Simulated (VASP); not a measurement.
Set up this calculation in VASP 6.6.1, as the native input.

```yaml
Task: relaxation of shape and atoms at fixed volume
Functional: PBE
Potentials_or_basis: VASP PAW PBE potentials, release 64 (Mg)
Cutoff: 300 eV
k_mesh: 8 × 8 × 4
Occupations: methfessel-paxton, width 0.1 eV
Spin: no spin polarisation
Further_INCAR_settings: ALGO = Fast; EDIFF = 1e-07; IBRION = 2; EDIFFG = -0.01; NSW = 40; ISIF = 4
```

The structure of Mg lies in POSCAR:

```
Mg                                      
1.0
    3.1372692673      0.0000000000      0.0000000000
   -1.5686346337      2.7169548840      0.0000000000
    0.0000000000      0.0000000000      5.1410372182
  Mg            
     2
Direct
     0.3333333332999970    0.6666666667000030    0.2500000000000000
     0.6666666667000030    0.3333333332999970    0.7500000000000000
```

The cell isn't the ideal one: a relaxed cell with its volume scaled by 0.96.

The input as run:

INCAR

```
PREC = Accurate
ENCUT = 300
EDIFF = 1E-7
ISMEAR = 1
SIGMA = 0.1
LREAL = F
LASPH = T
NELM = 80
ALGO = Fast
ISIF = 4
LWAVE = F
LCHARG = F
GGA = PE
IBRION = 2
NSW = 40
EDIFFG = -0.01
```

KPOINTS

```
Automatic mesh
0
Gamma
  8 8 4
```

Potentials or basis: VASP PAW PBE potentials, release 64 (Mg).

Launch:

```console
$ cat potpaw_PBE.64/Mg/POTCAR > POTCAR
$ mpirun -np 1 vasp_std > vasp.out
```

Results of the run:

* Pressure after relaxing: 1.7 GPa
* Band gap on the k mesh: none (metal or under the smearing width)

Caveat: the relaxation stopped at its first step, so nothing moved.

Run time: 4.1 s on 1 thread of AMD EPYC 7R13 Processor (Zen 3), with other jobs on the host, peak memory 0.09 GiB.
